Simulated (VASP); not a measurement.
The input files of a VASP run:

File POSCAR:
```
GaSb
1
   -0.0000000000     2.7967037942     2.7967037942
    2.7967037942    -0.0000000000     2.7967037942
    2.7967037942     2.7967037942     0.0000000000
Ga Sb
1 1
Direct
  0.0000000000   0.0000000000   0.0000000000
  0.2500000000   0.2500000000   0.2500000000
```

INCAR:
```
! general
SYSTEM  = GaSb
PREC    = Accurate
ENCUT   = 500
LREAL   = .FALSE.
LASPH   = .TRUE.

! electronic loop
EDIFF   = 1E-6
NELM    = 100
ALGO    = Normal
LMAXMIX = 4

! smearing
ISMEAR  = 0
SIGMA   = 0.05

! functional
GGA     = PE

! ions
IBRION  = 2
NSW     = 40
ISIF    = 3
EDIFFG  = -0.02
PSTRESS = 300

! output
LWAVE   = .FALSE.
LCHARG  = .FALSE.
```

File KPOINTS:
```
K-points
0
G
  8 8 8
```

POTCAR, in this order: Ga_d Sb (PBE.64 set). Program: vasp_std.

Q: Translate this PBE calculation to Ansatz.

A: One equivalent input (not run):
Ansatz 0.2 input:
```yaml
crystal:
  lattice:
    - [0.0000000, 2.7967038, 2.7967038]
    - [2.7967038, 0.0000000, 2.7967038]
    - [2.7967038, 2.7967038, 0.0000000]
  atoms:
    - { symbol: Ga, position: [0.0000000, 0.0000000, 0.0000000] }
    - { symbol: Sb, position: [0.2500000, 0.2500000, 0.2500000] }
kpoints:
  mp_grid: { grid: [8, 8, 8] }
hamiltonian:
  xc: pbe
  pseudopotentials: { kind: paw }
scf:
  occupations: { method: gaussian, width: 0.05 }
  max_iter: 100
relax:
  max_steps: 40
  f_tol: 0.02
  cell: { p_target: 30 }
output: { forces: true, stress: true, eigenvalues: true }
```
What does not carry over: each code has its own PAW files, so the cut-off isn't converted (ENCUT is set for VASP's; basis.ecutwfc is left out, and Ansatz then takes the one that its files recommend); Ansatz stops its SCF on the density residual and VASP on the energy change (EDIFF).

The compound is GaSb in the zinc blende structure. It was relaxed first under an external pressure of 30 GPa.
